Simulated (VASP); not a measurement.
BiS:

```xyz
2
Lattice="2.1093 1.2178 3.5005 -2.1093 1.2178 3.5005 0.0000 -2.4356 3.5005" Properties=species:S:1:pos:R:3 pbc="T T T"
Bi    0.0000    0.0000    0.0000
S     0.0000    0.0000    5.2507
```

The cell was built by a generator and needn't be a form met in nature.

* Program: VASP 6.6.1
* Task: relaxation of cell and atoms
* Functional: PBE
* Potentials or basis: VASP PAW PBE potentials, release 64 (Bi_d, S_h)
* Cutoff: 900 eV
* k mesh: 8 × 8 × 8
* Occupations: fermi-dirac, width 0.05 eV
* Spin: no spin polarisation

At the start: pressure -1.3 GPa; volume 26.97 Å³/atom.

Question: Where does the relaxation end?

Answer: Over 13 steps the energy falls by 56.9 meV/atom and the volume is 25.25 Å³/atom (-6.4 %); space group R-3m (No. 166, to 0.05 Å).

Step by step:
| step | energy change (eV) | largest force (eV/Å) | pressure (GPa) | volume (Å³) |
| --- | --- | --- | --- | --- |
| 1 | 0.0000 | 0.0000 | -1.34 | 53.95 |
| 2 | -0.0049 | 0.0000 | 0.62 | 52.20 |
| 3 | -0.0056 | 0.0000 | 0.07 | 52.67 |
| 4 | -0.0067 | 0.0000 | 0.07 | 52.64 |
| 5 | -0.0113 | 0.0000 | 0.10 | 52.53 |
| 6 | -0.0263 | 0.0000 | 0.11 | 52.30 |
| 7 | -0.0751 | 0.0000 | -0.03 | 51.70 |
| 8 | -0.1013 | 0.0000 | -0.17 | 50.03 |
| 9 | -0.1126 | 0.0000 | -0.22 | 50.85 |
| 10 | -0.1137 | 0.0000 | -0.23 | 50.69 |
| 11 | -0.1137 | 0.0000 | -0.20 | 50.64 |
| 12 | -0.0993 | 0.0000 | 2.63 | 48.78 |
| 13 | -0.1139 | 0.0000 | 0.02 | 50.49 |

Final structure:
```xyz
2
Lattice="1.9154 1.1059 3.9728 -1.9154 1.1059 3.9728 0.0000 -2.2117 3.9728" Properties=species:S:1:pos:R:3 pbc="T T T"
Bi    0.0000    0.0000    0.0000
S     0.0000    0.0000    5.9593
```
